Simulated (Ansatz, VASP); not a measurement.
Two plane-wave programs on BiAs

```xyz
2
Lattice="2.7815 0.0000 0.0000 0.0000 2.7815 0.0000 0.0000 0.0000 2.7815" Properties=species:S:1:pos:R:3 pbc="T T T"
Bi    0.0000    0.0000    0.0000
As    1.3907    1.3907    1.3907
```

Change from the starting cell: volume scaled by 0.45, PAW files, source ansatz.

Alike in both runs: task single point; functional PBEsol; k mesh 12 × 12 × 12; occupations fermi-dirac, width 0.08 eV; no spin polarisation.

```csv
,VASP,Ansatz
version,VASP 6.6.1,Ansatz 0.2.0
potentials or method,"VASP PAW PBE potentials, release 64 (Bi_d, As)","PAW with other files of Ansatz's library (source ansatz), scalar-relativistic"
plane-wave cutoff (eV),520,550
valence electrons in the cell,20,38
```

VASP gave:

```
pressure (GPa) : 366.5
```

Problem. Estimate Ansatz's values.

Solution. Pressure (GPa): 360.8.

The functional is the same, so the differences come from potentials, cutoffs and numerics. The two sets of potentials don't hold the same shells in valence.

Caveats: the cell as given lies far from equilibrium; so large a pressure means that the cell lies far from this level's equilibrium, or that cutoff or potentials fall short (VASP); the potentials were made for another functional, which shifts forces and pressure (VASP).
